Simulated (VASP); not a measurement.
Here is a VASP 6.6.1 calculation.

File INCAR:

```
SYSTEM = ZnPbO2
ALGO     = Fast           ! electronic algorithm
EDIFF    = 1E-6           ! SCF threshold, eV
ENCUT    = 520            ! plane-wave cutoff, eV
GGA      = PE             ! functional
ISIF     = 2              ! what is computed and relaxed
ISMEAR   = 0              ! smearing method
LASPH    = .TRUE.         ! aspherical terms in the spheres
LCHARG   = .TRUE.         ! write CHGCAR
LELF     = .TRUE.         ! ELF
LREAL    = .FALSE.        ! projectors in reciprocal space
LVHAR    = .TRUE.       
LWAVE    = .FALSE.        ! write WAVECAR
NBANDS   = 27             ! bands
NELM     = 100            ! most SCF steps
PREC     = Accurate       ! precision mode
SIGMA    = 0.1            ! smearing width, eV
```

Contents of KPOINTS:

```
k-points
0
G
  18 18 8
  0 0 0
```

File POSCAR:

```
ZnPbO2
1.0
    3.2192254601      0.0000000000      0.0000000000
   -1.6096127300      2.7879310290      0.0000000000
    0.0000000000      0.0000000000      6.6982470180
Zn Pb O
1 1 2
Direct
    0.3333333333      0.6666666667      0.5000000000
    0.0000000000      0.0000000000      0.0000000000
    0.0000000000      0.0000000000      0.3311451287
    0.0000000000      0.0000000000      0.6688548713
```

Potentials or basis: VASP PAW PBE potentials, release 64 (Zn, Pb_d, O).

Run with:

```console
$ cat potpaw_PBE.64/Zn/POTCAR potpaw_PBE.64/Pb_d/POTCAR potpaw_PBE.64/O/POTCAR > POTCAR
$ mpirun -np 1 vasp_std > vasp.out
```

Problem. Estimate the pressure.

Solution. 0.3 GPa.

Problem. Estimate the band gap on the k mesh.

Solution. None (metal or under the smearing width).

Stress tensor (GPa, compression positive):
```
0.21 0.00 0.00
0.00 0.21 0.00
0.00 0.00 0.46
```

The run has no spin-orbit coupling, so splittings on Pb are missing.
